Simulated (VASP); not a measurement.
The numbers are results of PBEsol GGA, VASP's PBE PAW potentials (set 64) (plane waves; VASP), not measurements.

Input for VASP

**INCAR**
```
ALGO = Normal
LASPH = T   # aspherical one-centre terms
NEDOS = 601
LWAVE = F
LREAL = F   # projection in real space or not
PREC = Accurate
SYSTEM = NiSbS
LMAXMIX = 4
NELM = 100
LEFG = T
ENCUT = 400   # plane-wave cut-off (eV)
LCHARG = T
ISMEAR = -5
ISIF = 2   # forces and stress, cell fixed
LORBIT = 11
GGA = PS
EDIFF = 1E-7   # SCF stop (eV)
```

File POSCAR:
```
NiSbS
1.0
  5.8549678147   0.0000000000   0.0000000000
  0.0000000000   5.8549678147   0.0000000000
  0.0000000000   0.0000000000   5.8549678147
Ni Sb S
4 4 4
Cart
  5.7270656921   5.7270656921   5.7270656921
  2.7995817847   3.0553860300   0.1279021226
  0.1279021226   2.7995817847   3.0553860300
  3.0553860300   0.1279021226   2.7995817847
  3.6999810620   3.6999810620   3.6999810620
  0.7724971547   5.0824706600   2.1549867527
  2.1549867527   0.7724971547   5.0824706600
  5.0824706600   2.1549867527   0.7724971547
  2.2230693360   2.2230693360   2.2230693360
  5.1505532434   0.7044145713   3.6318984787
  3.6318984787   5.1505532434   0.7044145713
  0.7044145713   3.6318984787   5.1505532434
```

**KPOINTS**
```
Regular mesh
0
G
  6 6 6
```

POTCAR, in this order: Ni Sb S (PBE.64 set). Program: vasp_std.

For a metal the tetrahedron method with Blöchl corrections gives inexact stress and forces. Unless said otherwise, spin-orbit coupling is left out, though it shifts the bands of the heavy elements here.

**Question.** What does the run give for the energy per atom (σ→0), band gap (on the k-mesh)?

**Answer.** 
energy per atom (σ→0): -5.431 eV/atom
band gap (on the k-mesh): none (metal, semimetal or under 0.01 eV)

OSZICAR:
```
...
DAV:  12    -0.651705055459E+02    0.13454E-02   -0.60661E-03  3566   0.939E-01    0.297E-01
DAV:  13    -0.651705398939E+02   -0.34348E-04   -0.22340E-03  3394   0.482E-01    0.800E-02
DAV:  14    -0.651705110000E+02    0.28894E-04   -0.11348E-04  2716   0.127E-01    0.307E-02
DAV:  15    -0.651704972384E+02    0.13762E-04   -0.99430E-06  3568   0.284E-02    0.157E-02
DAV:  16    -0.651704968685E+02    0.36989E-06   -0.15891E-06  3084   0.739E-03    0.798E-03
DAV:  17    -0.651704946805E+02    0.21880E-05   -0.10711E-06  2726   0.788E-03    0.152E-03
DAV:  18    -0.651704947615E+02   -0.80988E-07   -0.41407E-08  1352   0.114E-03
   1 F= -.65170495E+02 E0= -.65170495E+02  d E =0.000000E+00
```

The compound is NiSbS in the sg198 structure. It was relaxed first. The run is not spin-polarised, so no magnetic state was tried.
